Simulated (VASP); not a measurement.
Given:

```
CELL_PARAMETERS angstrom
      2.76714     0.00000     0.00000
      0.00000     2.76714     0.00000
      0.00000     0.00000     3.98774
ATOMIC_POSITIONS crystal
  Ti 0.50000 0.50000 0.50000
  Al 0.00000 0.00000 0.00000
```

The numbers are results of LDA (Ceperley-Alder, Perdew-Zunger), VASP's LDA PAW potentials (set 64) (plane waves; VASP), not measurements. Settings: 400 eV cut-off, Gaussian smearing of 0.050 eV, potentials Ti_sv Al.

**Question.** Give the energies of bands 5 to 10 at the high-symmetry points, in eV from the Fermi level.

**Answer.** 
```tsv
band	Γ	X	M	Z	R	A
5	-9.24	-4.66	-3.37	-7.69	-5.07	-2.72
6	-1.98	-4.54	-0.48	-5.31	-2.97	-2.40
7	-0.93	-1.83	-0.38	-0.75	-1.20	-2.40
8	-0.23	-0.29	-0.38	0.62	-1.01	2.06
9	2.27	1.77	-0.29	1.90	1.42	2.24
10	2.27	2.67	-0.29	1.90	1.82	2.81
```

It has no gap at this level: it comes out as a metal or semimetal.

The structure comes from a computed database's TiAl entry (P4/mmm); how it stands against other phases isn't given here. It was relaxed first. The electron count is odd and the run is not spin-polarised, which forces a metal.
